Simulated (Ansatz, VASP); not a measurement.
**One calculation of Hf2CO2, two programs**

```xyz
5
Lattice="3.2366 0.0000 0.0000 -1.6183 2.8030 0.0000 0.0000 0.0000 32.9600" Properties=species:S:1:pos:R:3 pbc="T T T"
O     1.6183    0.9343    6.9944
O     0.0000    1.8687   11.5856
Hf    0.0000    1.8687    7.9233
Hf    1.6183    0.9343   10.6567
C     0.0000    0.0000    9.2900
```

Alike in both runs: functional PBEsol; dispersion D4; k mesh 12 × 12 × 1; occupations gaussian, width 0.03 eV; no spin polarisation.

Ansatz relaxed the structure, and its values are those at the end. VASP's run is a single point on that final structure, the one shown.

|  | VASP | Ansatz |
| --- | --- | --- |
| version | VASP 6.6.1 | Ansatz 0.2.0 |
| potentials or method | VASP PAW PBE potentials, release 64 (O, Hf_pv, C) | scalar-relativistic, plane waves, PAW |
| plane-wave cutoff (eV) | 520 | 420 |
| valence electrons in the cell | 36 | 68 |

```csv
,VASP,Ansatz,Ansatz less VASP
gap on the k mesh at the Fermi level (eV),0.95,0.91,-0.038
least direct gap on the mesh (eV),2.09,2.08,-0.013
rms of the force components (eV/Å),0.074,0.000,-0.0735
```

With one functional, cell and mesh, what is left measures potentials, basis and numerics. The two sets of potentials don't hold the same shells in valence. Ansatz warned: «eigensolver_not_converged».

Caveats: the PAW data sets were made with another functional, which shifts forces and pressure a little (VASP); spin-orbit coupling is left out, which moves the levels of the heavy elements. As with any semilocal functional, this PBEsol gap is likely too small.
